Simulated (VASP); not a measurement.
# MoS2: input slips in a band-gap run and what they do, part 2 of 2

Aim: see how common mistakes in a band-structure run show up, on MoS2. The starting structure is a measured crystal structure from the Crystallography Open Database. Cell and atoms stay as given unless a step says otherwise.

VASP 6.6.1.

Results so far: reference 0.825 eV; a cutoff far too low 0.622 eV; a wide metal-type smearing 0.824 eV.

The database entry behind the starting cell differs from later determinations by our own check (about 0.3 % long), so it need not match the best structure at ambient conditions.

### Step 5. Bands with no empty bands

Level of this step: LDA; plane waves and PAW (Mo_sv, S) (VASP).

A slip made on purpose: no empty bands. Against step 2 the input has NBANDS = 26 and no band path (also changed: NELM).

The input, INCAR:

```
SYSTEM = MoS2
PREC = Accurate
ENCUT = 350
EDIFF = 1E-06
NELM = 60
ISMEAR = 0
SIGMA = 0.03
LREAL = .FALSE.
ALGO = Normal
GGA = CA
NBANDS = 26
LORBIT = 11
LWAVE = .FALSE.
LCHARG = .FALSE.
KPAR = 4
```

The input, POSCAR:

```
MoS2
1.0
    3.1690000000      0.0000000000      0.0000000000
   -1.5845000000      2.7444345046      0.0000000000
    0.0000000000      0.0000000000     12.3240000000
Mo S
2 4
Direct
    0.6666666667      0.3333333333      0.7500000000
    0.3333333333      0.6666666667      0.2500000000
    0.6666666667      0.3333333333      0.3770000000
    0.3333333333      0.6666666667      0.8770000000
    0.6666666667      0.3333333333      0.1230000000
    0.3333333333      0.6666666667      0.6230000000
```

The input, KPOINTS:

```
Automatic mesh
0
Gamma
8 8 2
0 0 0
```

The projector-augmented-wave data sets are Mo_sv and S (LDA family, release 64).

The run is started by

```
$ mpirun -np 4 vasp_std
```

The log of the run:

```text
[... set-up lines as in an earlier step ...]
 entering main loop
       N       E                     dE             d eps       ncg     rms          rms(c)
DAV:   1     0.396524742432E+03    0.39652E+03   -0.24717E+04  1240   0.140E+03
DAV:   2    -0.183292762656E+02   -0.41485E+03   -0.41485E+03  1328   0.408E+02
DAV:   3    -0.497087011244E+02   -0.31379E+02   -0.31379E+02  1368   0.849E+01
DAV:   4    -0.517824473433E+02   -0.20737E+01   -0.20737E+01  1208   0.168E+01
[...]
DAV:  13    -0.488806462244E+02    0.32305E-04   -0.12302E-04  1314   0.693E-02    0.228E-02
DAV:  14    -0.488806419999E+02    0.42245E-05   -0.32547E-05  1104   0.244E-02    0.636E-03
DAV:  15    -0.488806415752E+02    0.42466E-06   -0.18279E-06   520   0.793E-03
 -----------------------------------------------------------------------------
|                                                                             |
|           W    W    AA    RRRRR   N    N  II  N    N   GGGG   !!!           |
|           W    W   A  A   R    R  NN   N  II  NN   N  G    G  !!!           |
|           W    W  A    A  R    R  N N  N  II  N N  N  G       !!!           |
|           W WW W  AAAAAA  RRRRR   N  N N  II  N  N N  G  GGG   !            |
|           WW  WW  A    A  R   R   N   NN  II  N   NN  G    G                |
|           W    W  A    A  R    R  N    N  II  N    N   GGGG   !!!           |
|                                                                             |
|     Your highest band is occupied at some k-points! Unless you are          |
|     performing a calculation for an insulator or semiconductor, without     |
|     unoccupied bands, you have included TOO FEW BANDS!! Please increase     |
|     the parameter NBANDS in file INCAR to ensure that the highest band      |
|     is unoccupied at all k-points. It is always recommended to include      |
|     a few unoccupied bands to accelerate the convergence of                 |
|     molecular-dynamics runs (even for insulators or semiconductors),        |
|     since the presence of unoccupied bands improves wavefunction            |
|     prediction and helps to suppress 'band-crossings'.                      |
|                                                                             |
 -----------------------------------------------------------------------------

   1 F= -.48880642E+02 E0= -.48880642E+02  d E =-.114248E-22
```

Run time: 6.6 s. Hardware: 4 MPI ranks of Intel Xeon 6975P-C (Granite Rapids), shared host; peak memory 0.6 GiB; 24 s of CPU time.

From OUTCAR (step 5):

```text
  Total       -4.0620524     -4.0620524     -3.7953963      0.0000000      0.0000000      0.0000000
  in kB      -60.7196569    -60.7196569    -56.7336739      0.0000000      0.0000000      0.0000000
  external PRESSURE =     -59.3909959 kB  Pullay stress =       0.0000000 kB

 POSITION                                       TOTAL-FORCE (eV/Angst)
 -----------------------------------------------------------------------------------
      1.58450      0.91481      9.24300         0.000000      0.000000      0.000000
     -0.00000      1.82962      3.08100         0.000000     -0.000000      0.000000
      1.58450      0.91481      4.64615        -0.000000     -0.000000     -0.460793
     -0.00000      1.82962     10.80815         0.000000      0.000000     -0.460793
      1.58450      0.91481      1.51585        -0.000000     -0.000000      0.460793
     -0.00000      1.82962      7.67785         0.000000      0.000000      0.460793
 -----------------------------------------------------------------------------------
    total drift:                               -0.000000      0.000000     -0.000000

  FREE ENERGIE OF THE ION-ELECTRON SYSTEM (eV)
  ---------------------------------------------------
  free  energy   TOTEN  =       -48.8806415752 eV

  energy  without entropy=      -48.8806415752  energy(sigma->0) =      -48.88064158

[... 1 part as in an earlier step ...]

[... 2 further parts left out ...]
[key lines of the parts left out:]
E-fermi :   7.5554
```

The run converges, yet it holds no empty band, so no gap can be read from it.

### Step 6. Bands with a hybrid's name typed into the meta-GGA tag

A slip made on purpose: a hybrid's name typed into the meta-GGA tag. Against step 2 the input has METAGGA = HSE06 and no GGA (also changed: NELM).

INCAR, as its differences from that of step 5:

```diff
@@ -9,4 +9,3 @@
 ALGO = Normal
-GGA = CA
-NBANDS = 26
+NBANDS = 42
 LORBIT = 11
@@ -15 +14,2 @@
 KPAR = 4
+METAGGA = HSE06
```

POSCAR is that of step 5.

KPOINTS is that of step 5.

The input, KPOINTS_OPT:

```
Line mode
8
Line-mode
Reciprocal
  0.00000000   0.00000000   0.00000000 GAMMA
  0.50000000   0.00000000   0.00000000 M

  0.50000000   0.00000000   0.00000000 M
  0.33333333   0.33333333   0.00000000 K

  0.33333333   0.33333333   0.00000000 K
  0.00000000   0.00000000   0.00000000 GAMMA

  0.00000000   0.00000000   0.00000000 GAMMA
  0.00000000   0.00000000   0.50000000 A

  0.00000000   0.00000000   0.50000000 A
  0.50000000   0.00000000   0.50000000 L

  0.50000000   0.00000000   0.50000000 L
  0.33333333   0.33333333   0.50000000 H

  0.33333333   0.33333333   0.50000000 H
  0.00000000   0.00000000   0.50000000 A

  0.50000000   0.00000000   0.50000000 L
  0.50000000   0.00000000   0.00000000 M

  0.33333333   0.33333333   0.00000000 K
  0.33333333   0.33333333   0.50000000 H
```

The run is started by

```
$ mpirun -np 4 vasp_std
```

The log of the run:

```text
[banner, memory and clock lines left out]
running    4 mpi-ranks, on    1 nodes
[...]
|                                                                             |
|     EEEEEEE  RRRRRR   RRRRRR   OOOOOOO  RRRRRR      ###     ###     ###     |
|     E        R     R  R     R  O     O  R     R     ###     ###     ###     |
|     E        R     R  R     R  O     O  R     R     ###     ###     ###     |
|     EEEEE    RRRRRR   RRRRRR   O     O  RRRRRR       #       #       #      |
|     E        R   R    R   R    O     O  R   R                               |
|     E        R    R   R    R   O     O  R    R      ###     ###     ###     |
|     EEEEEEE  R     R  R     R  OOOOOOO  R     R     ###     ###     ###     |
|                                                                             |
|     Error: One of the selected functionals does not exist.                  |
|                                                                             |
|       ---->  I REFUSE TO CONTINUE WITH THIS SICK JOB ... BYE!!! <----       |
|                                                                             |

1
1
1
1
```

Elapsed: 3.8 s, on 4 MPI ranks.

VASP stopped with this message: “Error: One of the selected functionals does not exist”.

### Step 7. Comparison

| run | ended | gap (eV) | change (eV) | core minutes |
| --- | --- | --- | --- | --- |
| reference | converged | 0.825 | - | 1.08 |
| a cutoff far too low | converged | 0.622 | -0.203 | 0.267 |
| a wide metal-type smearing | converged | 0.824 | -0.002 | 1.2 |
| no empty bands | converged | - | - | 0.44 |
| a hybrid's name typed into the meta-GGA tag | stopped by VASP | - | - | 0.253 |

Core minutes are wall time times ranks of the run shown, on a shared host.

### Step 8. Summary of results

| Quantity | Value |
| --- | --- |
| reference gap | 0.825 eV |
| gap with a cutoff far too low | 0.622 eV |
| gap with a wide metal-type smearing | 0.824 eV |
| run with no empty bands | converged |
| run with a hybrid's name typed into the meta-GGA tag | stopped by VASP |

VASP stopped by itself in the run with a hybrid's name typed into the meta-GGA tag. The run without empty bands converged, and still can't show a gap. Finished, but with signs in the output that stand out against the reference: a cutoff far too low, with the gap changed by -0.20 eV (signs: a stress of up to 423.6 GPa and forces of up to 1.61 eV/Å); a wide metal-type smearing, with the gap changed by less than 0.01 eV (signs: a large entropy term in the energy). Further runs on this material are not shown.

[Lines on the potential files, build, host, timing and source positions are cut from VASP's logs without a mark.]

[Logs are printed without paths, hosts, clocks, repeated set-up lines and the standing remarks that a program may print on its own settings, such as how far it seeks lower states.]

[Hosts, paths, dates, database ids (printed as entryN), source tags and the programs' standing remarks are cut or masked in the printed files.]
